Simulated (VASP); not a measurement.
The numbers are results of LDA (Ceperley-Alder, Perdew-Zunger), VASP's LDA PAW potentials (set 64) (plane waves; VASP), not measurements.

A VASP calculation is set up with these files.

**INCAR**
```
! general
SYSTEM = Na2S
PREC   = Accurate
ENCUT  = 530   ! plane-wave cut-off (eV)
LREAL  = .FALSE.   ! projection in real space or not
LASPH  = .TRUE.

! electronic loop
EDIFF  = 1E-7   ! SCF stop (eV)
NELM   = 100   ! most electronic steps
ALGO   = Normal

! smearing
ISMEAR = 0   ! Gaussian
SIGMA  = 0.05   ! width (eV)

! ions
IBRION = 6
NSW    = 1   ! most ionic steps
ISIF   = 3   ! ions, shape and volume
POTIM  = 0.015   ! step
NFREE  = 2

! output
LWAVE  = .FALSE.
LCHARG = .FALSE.
```

File POSCAR:
```
Na2S
4.5019520
  0.0000000000   0.7071067477   0.7071067477
  0.7071067477   0.0000000000   0.7071067477
  0.7071067477   0.7071067477   0.0000000000
Na S
2 1
Direct
  0.2500000000   0.2500000000   0.2500000000
  0.7500000000   0.7500000000   0.7500000000
  0.0000000000   0.0000000000   1.0000000000
```

### KPOINTS
```
Automatic mesh
0
Gamma
6 6 6
0 0 0
```

POTCAR, in this order: Na_pv S (LDA.64 set). Program: vasp_std.

Output

OUTCAR:
```


   1 f  =    6.726825 THz    42.265890 2PiTHz  224.382740 cm-1    27.819902 meV
             X         Y         Z           dx          dy          dz
      1.591680  1.591680  1.591680    -0.432857   -0.097515   -0.097118
      4.775041  4.775041  4.775041    -0.432857   -0.097515   -0.097118
      0.000000  0.000000  0.000000     0.730383    0.164543    0.163872

   2 f  =    6.726825 THz    42.265890 2PiTHz  224.382740 cm-1    27.819902 meV
             X         Y         Z           dx          dy          dz
      1.591680  1.591680  1.591680    -0.044565   -0.203938    0.403398
      4.775041  4.775041  4.775041    -0.044565   -0.203938    0.403398
      0.000000  0.000000  0.000000     0.075196    0.344115   -0.680674

   3 f  =    6.726825 THz    42.265890 2PiTHz  224.382740 cm-1    27.819902 meV
             X         Y         Z           dx          dy          dz
      1.591680  1.591680  1.591680    -0.130212    0.393963    0.184783
      4.775041  4.775041  4.775041    -0.130212    0.393963    0.184783
      0.000000  0.000000  0.000000     0.219713   -0.664754   -0.311794

   4 f  =    6.030718 THz    37.892118 2PiTHz  201.163098 cm-1    24.941034 meV
             X         Y         Z           dx          dy          dz
      1.591680  1.591680  1.591680     0.388645   -0.590376    0.020278
      4.775041  4.775041  4.775041    -0.388645    0.590376   -0.020278
      0.000000  0.000000  0.000000    -0.000000    0.000000    0.000000

   5 f  =    6.030718 THz    37.892118 2PiTHz  201.163098 cm-1    24.941034 meV
             X         Y         Z           dx          dy          dz
      1.591680  1.591680  1.591680    -0.590648   -0.387976    0.024681
      4.775041  4.775041  4.775041     0.590648    0.387976   -0.024681
      0.000000  0.000000  0.000000    -0.000000    0.000000    0.000000

   6 f  =    6.030718 THz    37.892118 2PiTHz  201.163098 cm-1    24.941034 meV
             X         Y         Z           dx          dy          dz
      1.591680  1.591680  1.591680     0.009481    0.030503    0.706385
      4.775041  4.775041  4.775041    -0.009481   -0.030503   -0.706385
      0.000000  0.000000  0.000000    -0.000000    0.000000    0.000000

   7 f/i=    0.011976 THz     0.075249 2PiTHz    0.399483 cm-1     0.049530 meV
             X         Y         Z           dx          dy          dz
      1.591680  1.591680  1.591680     0.000000   -0.383206    0.383206
      4.775041  4.775041  4.775041     0.000000   -0.383206    0.383206
      0.000000  0.000000  0.000000     0.000000   -0.454210    0.454210

   8 f/i=    0.011976 THz     0.075249 2PiTHz    0.399483 cm-1     0.049530 meV
             X         Y         Z           dx          dy          dz
      1.591680  1.591680  1.591680    -0.000000    0.383206    0.383206
      4.775041  4.775041  4.775041    -0.000000    0.383206    0.383206
      0.000000  0.000000  0.000000    -0.000000    0.454210    0.454210

   9 f/i=    0.011976 THz     0.075249 2PiTHz    0.399483 cm-1     0.049530 meV
             X         Y         Z           dx          dy          dz
      1.591680  1.591680  1.591680     0.541935   -0.000000    0.000000
      4.775041  4.775041  4.775041     0.541935    0.000000   -0.000000
      0.000000  0.000000  0.000000     0.642349    0.000000    0.000000

 ELASTIC MODULI CONTR FROM IONIC RELAXATION (kBar)
 Direction    XX          YY          ZZ          XY          YZ          ZX
 --------------------------------------------------------------------------------
 XX          -0.0000     -0.0000     -0.0000      0.0000      0.0000      0.0000
 YY          -0.0000     -0.0000     -0.0000      0.0000      0.0000      0.0000
 ZZ          -0.0000     -0.0000     -0.0000      0.0000      0.0000      0.0000
 XY           0.0000      0.0000      0.0000    -51.1648      0.0000      0.0000
 YZ           0.0000      0.0000      0.0000      0.0000    -51.1648     -0.0000
 ZX           0.0000      0.0000      0.0000      0.0000     -0.0000    -51.1648
 --------------------------------------------------------------------------------

 TOTAL ELASTIC MODULI (kBar)
 Direction    XX          YY          ZZ          XY          YZ          ZX
 --------------------------------------------------------------------------------
 XX         626.5440    212.3727    212.3727      0.0000      0.0000      0.0000
 YY         212.3727    626.5440    212.3727     -0.0000      0.0000      0.0000
 ZZ         212.3727    212.3727    626.5440      0.0000     -0.0000      0.0000
 XY           0.0000     -0.0000      0.0000    203.1854      0.0000      0.0000
 YZ           0.0000      0.0000     -0.0000      0.0000    203.1854     -0.0000
 ZX           0.0000      0.0000      0.0000      0.0000     -0.0000    203.1854
 --------------------------------------------------------------------------------
```
(Selected blocks of OUTCAR.)

The compound is Na2S in the antifluorite structure. It was relaxed first, which changed the volume by -8 %.
